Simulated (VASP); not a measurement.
A run of VASP 6.6.1:

Contents of INCAR:

```
ALGO = Normal ; EDIFF = 1E-6
ENCUT = 520 ; GGA = PE
ISIF = 2 ; ISMEAR = 0
ISPIN = 2 ; LASPH = True
LCHARG = False ; LMAXMIX = 6
LORBIT = 11 ; LREAL = False
LWAVE = False ; MAGMOM = 7 0
NBANDS = 24 ; NELM = 150
PREC = Accurate ; SIGMA = 0.02
```

The input KPOINTS:

```
k-points
0
Gamma
  7 7 4
```

POSCAR

```
CsEu
1.0
    4.4644198847      0.0000000000      0.0000000000
   -2.2322099423      3.8663010333      0.0000000000
    0.0000000000      0.0000000000      8.0086310000
Eu Cs
1 1
Direct
    0.6666666667      0.3333333333      0.0000000000
    0.0000000000      0.0000000000      0.5000000000
```

Potentials or basis: VASP PAW PBE potentials, release 64 (Eu, Cs_sv).

Command:

```bash
$ cat potpaw_PBE.64/Eu/POTCAR potpaw_PBE.64/Cs_sv/POTCAR > POTCAR
$ mpirun -np 1 vasp_std > vasp.out
```

Hardware: 1 thread of AMD EPYC 9R45 96-Core Processor (Zen 5), on a shared host.

How long does it take, and how much memory?

Wall time 3.4 min on 1 thread of AMD EPYC 9R45 96-Core Processor (Zen 5) (shared host), peak memory 0.39 GiB. Counts: scf iterations 24, k points 24.
